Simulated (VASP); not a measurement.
NdN:

```xyz
2
Lattice="0.0000 2.5660 2.5660 2.5660 0.0000 2.5660 2.5660 2.5660 0.0000" Properties=species:S:1:pos:R:3 pbc="T T T"
Nd    2.5660    2.5660    2.5660
N     0.0000    0.0000    0.0000
```

The cell comes from a database or a generator and needn't be the stable form of this composition.

Base run:

| Quantity | Value |
| --- | --- |
| Program | VASP 6.6.1 |
| Functional | AM05 |
| Potentials or basis | VASP PAW PBE potentials, release 64 (Nd, N) |
| Cutoff | 520 eV |
| k mesh | 7 × 7 × 7 |
| Occupations | fermi-dirac, width 0.05 eV |
| Spin | collinear spin, ferromagnetic start |
| Starting moments | [3.0, 0.0] μB |

Its results: pressure -11.0 GPa; net moment 3.00 μB per cell; site moments Nd +2.87; N -0.21 μB.

Q: The run is repeated on the same cell with these changes: functional from AM05 to r2SCAN. What comes out?

A: Pressure -1.8 GPa; net moment 3.00 μB per cell; site moments Nd +2.71; N -0.11 μB.

Caveats: the magnetic or orbital state may not be the lowest; the PAW data sets were made with another functional, which shifts forces and pressure a little.
